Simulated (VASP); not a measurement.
Crystal: YLuN2.

```
CELL_PARAMETERS angstrom
3.40904 0.00000 0.00000
0.00000 3.40904 0.00000
0.00000 0.00000 4.81884
ATOMIC_POSITIONS crystal
Y 0.00000 0.00000 0.00000
N 0.00000 0.00000 0.50000
N 0.50000 0.50000 0.00000
Lu 0.50000 0.50000 0.50000
```

The cell was built by a generator and needn't be a form met in nature.

Base run:

```yaml
Program: VASP 6.6.1
Functional: r2SCAN
Potentials_or_basis: VASP PAW PBE potentials, release 64 (Y_sv, N, Lu)
Cutoff: 520 eV
k_mesh: 6 × 6 × 6
Occupations: fermi-dirac, width 0.02 eV
Spin: no spin polarisation
```

Its results: band gap on the k mesh 0.45 eV, direct; pressure 0.7 GPa.

Question: The run is repeated on the same cell with these changes: functional from r2SCAN to LDA; further incar settings from ALGO = Normal; EDIFF = 1e-07; NBANDS = 31 to ALGO = Normal; EDIFF = 1e-06; NBANDS = 31. What comes out?

Answer: Band gap on the k mesh none (metal or under the smearing width); pressure -7.8 GPa.

Caveats: the PAW data sets were made with another functional, which shifts forces and pressure a little; spin-orbit coupling is left out, which moves the levels of the heavy elements (some runs).

A k mesh can miss the band edges.

Not every run made on this cell is shown here.
